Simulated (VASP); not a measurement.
An input for Quantum ESPRESSO's pw.x (written as the equivalent of a VASP run, and not itself run):

```
&CONTROL
  calculation = 'scf'
  pseudo_dir = './pseudo'
  outdir = './out'
  tprnfor = .true.
  tstress = .true.
/
&SYSTEM
  ibrav = 0
  nat = 8
  ntyp = 2
  ecutwfc = 82
  occupations = 'tetrahedra'
  input_dft = 'pbe'
/
&ELECTRONS
  conv_thr = 7.3e-09
  electron_maxstep = 100
/
ATOMIC_SPECIES
  Si 28.085 Si.upf
  C 12.011 C.upf
CELL_PARAMETERS angstrom
     1.5470327   -2.6795392   -0.0000000
     1.5470327    2.6795392    0.0000000
     0.0000000   -0.0000000   10.1279726
ATOMIC_POSITIONS crystal
  Si   0.0000000  0.0000000  0.0003203
  Si   0.0000000  0.0000000  0.5003203
  Si   0.6666670  0.3333330  0.7502777
  Si   0.3333330  0.6666670  0.2502777
  C    0.0000000  0.0000000  0.8128574
  C    0.0000000  0.0000000  0.3128574
  C    0.6666670  0.3333330  0.5621746
  C    0.3333330  0.6666670  0.0621746
K_POINTS automatic
  9 9 3 0 0 0
```

Q: Translate this input to VASP (INCAR, KPOINTS, POSCAR, choice of POTCAR).

A: Several could match; the one computed here: 
File POSCAR:
```
SiC
1
    1.5470326511    -2.6795392372    -0.0000000000
    1.5470326511     2.6795392372     0.0000000000
    0.0000000000    -0.0000000000    10.1279726426
Si C
4 4
Direct
  0.0000000000   0.0000000000   0.0003203255
  0.0000000000   0.0000000000   0.5003203255
  0.6666670000   0.3333330000   0.7502777385
  0.3333330000   0.6666670000   0.2502777385
  0.0000000000   0.0000000000   0.8128573556
  0.0000000000   0.0000000000   0.3128573556
  0.6666670000   0.3333330000   0.5621745804
  0.3333330000   0.6666670000   0.0621745804
```

**KPOINTS**
```
kpoints
0
Gamma
  9 9 3
0 0 0
```

INCAR:
```
SYSTEM = SiC
PREC = Accurate; ENCUT = 520; LREAL = .FALSE.
LASPH = .TRUE.
EDIFF = 1E-7; NELM = 100; ALGO = Normal
ISMEAR = -5
GGA = PE
ISIF = 2
LWAVE = .FALSE.; LCHARG = .TRUE.; LORBIT = 11
NEDOS = 601
```

POTCAR, in this order: Si C (PBE.64 set). Program: vasp_std.

What does not carry over: the potentials are each code's own (VASP's PAW set, PseudoDojo norm-conserving files in pw.x), so ENCUT and ecutwfc are chosen apart and not converted; conv_thr bounds pw.x's estimated SCF error, while EDIFF bounds the energy change between steps.

The compound is SiC in the 4h structure. It was relaxed first.
